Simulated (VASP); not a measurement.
```
CELL_PARAMETERS angstrom
      3.82000     0.00000     0.00000
      0.00000     3.82000     0.00000
      0.00000     0.00000     3.82000
ATOMIC_POSITIONS crystal
  Ti 0.00000 0.00000 0.00000
  Pd 0.00000 0.50000 0.50000
  Pd 0.50000 0.00000 0.50000
  Pd 0.50000 0.50000 0.00000
```

These are PBEsol GGA, VASP's PBE PAW potentials (set 64) (plane waves; VASP 6.6.1) values and carry that method's errors. Settings: 300 eV cut-off, 6×6×6 Γ-centred mesh, Fermi-Dirac smearing of 0.10 eV, potentials Ti_sv Pd.

Give the energies of bands 11 to 24 at the high-symmetry points, in eV from the Fermi level.

| band | Γ | X | M | R |
|---|---|---|---|---|
| 11 | -6.13 | -4.63 | -4.37 | -4.16 |
| 12 | -3.49 | -4.46 | -4.21 | -3.40 |
| 13 | -3.49 | -3.99 | -4.00 | -3.40 |
| 14 | -3.49 | -3.99 | -4.00 | -3.40 |
| 15 | -1.83 | -3.00 | -3.57 | -3.05 |
| 16 | -1.83 | -2.66 | -3.12 | -3.05 |
| 17 | -1.05 | -2.66 | -2.97 | -0.93 |
| 18 | -0.52 | -2.58 | -2.97 | -0.93 |
| 19 | -0.52 | -2.49 | -2.45 | -0.93 |
| 20 | -0.52 | -1.61 | -2.27 | 0.00 |
| 21 | 1.31 | -0.52 | -2.23 | 0.00 |
| 22 | 1.31 | -0.07 | 0.31 | 0.00 |
| 23 | 1.99 | -0.07 | 0.31 | 0.01 |
| 24 | 1.99 | 0.68 | 0.58 | 1.11 |

It has no gap at this level: it comes out as a metal or semimetal.

The structure comes from a measured TiPd3 entry of the Crystallography Open Database, whose conditions weren't checked. The cell was not relaxed at this level.
